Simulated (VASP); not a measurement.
Data:

```yaml
crystal:
  lattice:
    - [0.00000, 3.19508, 3.19508]
    - [3.19508, 0.00000, 3.19508]
    - [3.19508, 3.19508, 0.00000]
  atoms:
    - { symbol: La, position: [0.00000, 0.00000, 0.00000] }
    - { symbol: Te, position: [0.50000, 0.50000, 0.50000] }
```

Level of theory: PBEsol GGA, VASP's PBE PAW potentials (set 64) (plane waves; VASP 6.6.1). Run with 400 eV cut-off, Gaussian smearing of 0.050 eV, potentials La Te.

Unless said otherwise, spin-orbit coupling is left out, though it shifts the bands of the heavy elements here.

Q: Predict the band gap (along the path) with the smallest direct gap where there is one.

A: 
The band gap (along the path) is none (metal, semimetal or under 0.01 eV).

Total energies compare only between runs with the same potentials, cut-off and functional.

The structure was generated: LaTe was put into the rock salt type (Fm-3m), which need not be its known phase. It was relaxed first, which changed the volume by -37 %. The electron count is odd and the run is not spin-polarised, which forces a metal.
